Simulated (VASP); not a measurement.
Crystal: InP.

```xyz
2
Lattice="0.0000 2.9520 2.9520 2.9520 0.0000 2.9520 2.9520 2.9520 0.0000" Properties=species:S:1:pos:R:3 pbc="T T T"
In    0.0000    0.0000    0.0000
P     4.4280    4.4280    4.4280
```

The cell is a database's computed one.

- Program: VASP 6.6.1
- Task: relaxation of cell and atoms
- Functional: PBE
- Potentials or basis: VASP PAW PBE potentials, release 64 (In_d, P)
- Cutoff: 600 eV
- k mesh: 10 × 10 × 10
- Occupations: gaussian, width 0.02 eV
- Spin: no spin polarisation

At the start: pressure 1.8 GPa; volume 25.72 Å³/atom.

Question: Where does the relaxation end?

Answer: Over 3 steps the energy falls by 3.9 meV/atom and the volume is 26.45 Å³/atom (+2.8 %); space group F-43m (No. 216, to 0.05 Å).

Step by step:
| step | energy change (eV) | largest force (eV/Å) | pressure (GPa) | volume (Å³) |
| --- | --- | --- | --- | --- |
| 1 | 0.0000 | 0.0000 | 1.76 | 51.45 |
| 2 | -0.0061 | 0.0000 | -0.75 | 53.58 |
| 3 | -0.0077 | 0.0000 | 0.00 | 52.89 |

Final structure:
```yaml
crystal:
  lattice:
    - [0.00000, 2.97931, 2.97931]
    - [2.97931, 0.00000, 2.97931]
    - [2.97931, 2.97931, 0.00000]
  atoms:
    - { symbol: In, position: [0.00000, 0.00000, 0.00000] }
    - { symbol: P, position: [0.75000, 0.75000, 0.75000] }
```
